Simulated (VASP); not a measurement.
Input:

```xyz
2
Lattice="0.0000 2.0277 2.0277 2.0277 0.0000 2.0277 2.0277 2.0277 0.0000" Properties=species:S:1:pos:R:3 pbc="T T T"
Li     0.0000     0.0000     0.0000
F      2.0277     2.0277     2.0277
```

Method: PBE GGA, VASP's PBE PAW potentials (set 64) (plane waves; VASP). Run with 520 eV cut-off, Gaussian smearing of 0.050 eV, potentials Li_sv F.

Question: Estimate the band gap (along the path) with the smallest direct gap where there is one.

Answer: 
The band gap (along the path) comes out as 8.91 eV and the smallest direct gap (along the path) is 8.91 eV.

The absolute energy has meaning only against runs of the same code, potentials and settings.

The compound is LiF in the rock salt structure. It was relaxed first.
